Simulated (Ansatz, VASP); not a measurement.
# MgAu: VASP beside Ansatz

```
Mg Au
1.0
     3.25900    0.00000    0.00000
     0.00000    3.25900    0.00000
     0.00000    0.00000    3.25900
Mg Au
1 1
Direct
  0.50000 0.50000 0.50000
  0.00000 0.00000 0.00000
```

Alike in both runs: task single point; functional LDA; k mesh 6 × 6 × 6; occupations gaussian, width 0.1 eV; no spin polarisation.

|  | VASP | Ansatz |
| --- | --- | --- |
| version | VASP 6.6.1 | Ansatz 0.2.0 |
| potentials or method | VASP PAW LDA potentials, release 64 (Mg, Au) | scalar-relativistic, plane waves, PAW |
| plane-wave cutoff (eV) | 520 | 420 |
| valence electrons in the cell | 13 | 29 |

Ansatz gave:

| Item | Value |
| --- | --- |
| gap on the k mesh at the Fermi level (eV) | none |
| pressure (GPa) | -3.1 |

Task: What did VASP give for the same quantities?

Result: gap on the k mesh at the Fermi level (eV): none; pressure (GPa): -3.4.

A gap of «none» marks a metal or a gap that the smearing closes. The two sets of potentials don't hold the same shells in valence.

The runs have no spin-orbit coupling, so splittings on Au are missing.
